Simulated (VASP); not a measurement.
Calculation: PBE GGA with D3 dispersion (zero damping), VASP's PBE PAW potentials (set 64) (plane waves; VASP).

VASP input:

File POSCAR:
```
Ru
1
    1.3363118035    -2.3145600909     0.0000000000
    1.3363118035     2.3145600909     0.0000000000
    0.0000000000     0.0000000000     4.2135360991
Ru
2
Direct
  0.3333330000   0.6666670000   0.2500000000
  0.6666670000   0.3333330000   0.7500000000
```

**INCAR**
```
! general
SYSTEM =Ru
PREC   =Accurate
ENCUT  =520
LREAL  =.False.
LASPH  =.True.

! electronic loop
EDIFF  =1E-7
NELM   =100
ALGO   =Normal
LMAXMIX=4

! smearing
ISMEAR =1
SIGMA  =0.1

! functional
GGA    =PE
IVDW   =11

! ions
IBRION =2
NSW    =30
ISIF   =4
EDIFFG =-0.01

! output
LWAVE  =.False.
LCHARG =.False.
```

### KPOINTS
```
Automatic mesh
0
Gamma
15 15 9
0 0 0
```

POTCAR, in this order: Ru_pv (PBE.64 set). Program: vasp_std.

Question: What will the output report for the number of irreducible k-points (NKPTS), largest plane-wave count, number of space-group operations, FFT grid (NGX, NGY, NGZ)?

Answer: 
| Property | Value |
|---|---|
| number of irreducible k-points (NKPTS) | 135 |
| largest plane-wave count | 720 |
| number of space-group operations | 24 |
| FFT grid (NGX, NGY, NGZ) | 20 × 20 × 32 |

The compound is Ru in the hcp structure. This cell is one point of a volume scan, at 0.97 of the reference volume. Symmetry was kept, so distortions that lower it aren't found.
